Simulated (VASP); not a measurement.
# Ge: relaxation of the atoms with PBEsol

The system is Ge.

```
Ge
1.0
     0.00000    2.79866    2.79866
     2.79866    0.00000    2.79866
     2.79866    2.79866    0.00000
Ge
2
Direct
  0.00000 0.00000 0.00000
  0.25000 0.25000 0.25000
```

The cell isn't the ideal one: a relaxed cell with its volume scaled by 0.96.

```json
{"Program": "VASP 6.6.1", "Task": "relaxation of the atoms", "Functional": "PBEsol", "Potentials or basis": "VASP PAW PBE potentials, release 64 (Ge_d)", "Cutoff": "600 eV", "k mesh": "10 × 10 × 10", "Occupations": "gaussian, width 0.03 eV", "Spin": "no spin polarisation", "Further INCAR settings": "ALGO = Fast; EDIFF = 1e-07; IBRION = 2; EDIFFG = -0.01; NSW = 40"}
```

- Pressure after relaxing: 3.0 GPa
- Band gap on the k mesh: 0.22 eV, indirect (least direct gap 0.29 eV)

Final structure:
```
CELL_PARAMETERS angstrom
0.00000 2.79866 2.79866
2.79866 0.00000 2.79866
2.79866 2.79866 0.00000
ATOMIC_POSITIONS crystal
Ge 0.00000 0.00000 0.00000
Ge 0.25000 0.25000 0.25000
```

Levels at points of the mesh, in eV from the valence-band top:
| k point | band 12 | band 13 | band 14 | band 15 | band 16 | band 17 |
| --- | --- | --- | --- | --- | --- | --- |
| (0.00, 0.00, 0.00) | 0.00 | 0.00 | 0.00 | 0.29 | 2.54 | 2.54 |
| (0.50, 0.00, 0.00) | -7.78 | -1.46 | -1.46 | 0.22 | 3.73 | 3.73 |
| (0.50, 0.50, 0.00) | -9.03 | -3.20 | -3.20 | 0.62 | 0.62 | 9.76 |

Wall time 24 s on 1 thread of Intel(R) Xeon(R) 6975P-C (Granite Rapids), on a shared host, peak memory 0.18 GiB.

Caveat: the relaxation stopped at its first step, so nothing moved; the PAW data sets were made with another functional, which shifts forces and pressure a little. A k mesh can miss the band edges.
